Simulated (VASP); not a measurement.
Write the native input for VASP 6.6.1 that does the following.

| Item | Value |
| --- | --- |
| Task | relaxation of cell and atoms |
| Functional | PBE |
| Potentials or basis | VASP PAW PBE potentials, release 64 (Ta_pv, Si, N) |
| Cutoff | 520 eV |
| k mesh | 4 × 4 × 2 |
| Occupations | gaussian, width 0.15 eV |
| Spin | no spin polarisation |
| Further INCAR settings | PREC = Normal; ALGO = Fast; EDIFF = 0.0001; IBRION = 2; EDIFFG = -0.08; NSW = 24; ISIF = 3 |

The structure of Ta3Si3N lies in POSCAR:

```
Ta3Si3N
1.0
    4.4143652000      0.0000000000      0.0000000000
   -2.2071826000      3.8229524100      0.0000000000
    0.0000000000      0.0000000000      7.2195922100
Ta Si N
3 3 1
Direct
    0.3333333300      0.6666666700      0.5000000000
    0.6666666700      0.3333333300      0.5000000000
    0.0000000000      0.0000000000      0.0000000000
    0.3333333300      0.6666666700      0.8109252600
    0.3333333300      0.6666666700      0.1890747400
    0.0000000000      0.0000000000      0.5000000000
    0.6666666700      0.3333333300      0.0000000000
```

The cell was built by a generator and needn't be a form met in nature.

These files were run (other wordings do the same):

INCAR

```
SYSTEM = Ta3Si3N
ALGO = Fast
EDIFF = 1E-4
EDIFFG = -0.08
ENCUT = 520
GGA = PE
IBRION = 2
ISIF = 3
ISMEAR = 0
KPAR = 2
LASPH = .True.
LCHARG = .False.
LREAL = .False.
LWAVE = .False.
NELM = 60
NSW = 24
PREC = Normal
SIGMA = 0.15
```

KPOINTS

```
k-points
0
Gamma
  4 4 2
  0 0 0
```

Potentials or basis: VASP PAW PBE potentials, release 64 (Ta_pv, Si, N).

Run with:

```console
$ cat potpaw_PBE.64/Ta_pv/POTCAR potpaw_PBE.64/Si/POTCAR potpaw_PBE.64/N/POTCAR > POTCAR
$ mpirun -np 2 vasp_std > vasp.out
```

It gave:

```json
{
 "Relaxed volume": "17.94 Å³/atom",
 "Relaxed cell": "a = 4.454 Å, b = 4.454 Å, c = 7.311 Å, α = 90.00°, β = 90.00°, γ = 120.00°",
 "Space group after relaxing (to 0.05 Å)": "P-6m2 (No. 187)",
 "Energy gained by relaxing": "152.6 meV/atom",
 "Ionic steps": "12",
 "Pressure after relaxing": "0.0 GPa",
 "Largest force after relaxing": "0.011 eV/Å",
 "Band gap on the k mesh": "none (metal or under the smearing width)"
}
```

Caveat: the k mesh is coarse (spacing up to 0.44 Å⁻¹), so the values aren't converged; the relaxation stopped at a loose force limit of 0.08 eV/Å, so its end isn't a converged minimum.

Wall time 2.1 min on 2 MPI ranks on Intel(R) Xeon(R) Platinum 8259CL CPU @ 2.50GHz (Skylake/Cascade Lake), with other jobs on the host, peak memory 0.19 GiB a rank.
